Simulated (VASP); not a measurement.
Given:

```xyz
4
Lattice="4.1367 0.0000 0.0000 0.0000 4.1367 0.0000 0.0000 0.0000 4.1367" Properties=species:S:1:pos:R:3 pbc="T T T"
Sc     0.0000     0.0000     0.0000
Al     0.0000     2.0683     2.0683
Al     2.0683     0.0000     2.0683
Al     2.0683     2.0683     0.0000
```

Method: vdW-DF2, VASP's PBE PAW potentials (set 64) (plane waves; VASP). Numerical set-up: 520 eV cut-off, 8×8×8 Γ-centred mesh, tetrahedra with Blöchl corrections, potentials Sc_sv Al.

The cores are frozen, which limits the accuracy of field gradients.

Task: Give the principal components of the electric field gradient (V/Å²) and the asymmetry η at each nucleus.

Result: 
```
atom    Vxx    Vyy   Vzz     η
----  -----  -----  ----  ----
Sc1     0.0    0.0   0.0     -
Al2   -10.4  -10.4  20.7  0.00
Al3   -10.4  -10.4  20.7  0.00
Al4   -10.4  -10.4  20.7  0.00
```

The compound is Al3Sc in the L1_2 structure. It was relaxed first.
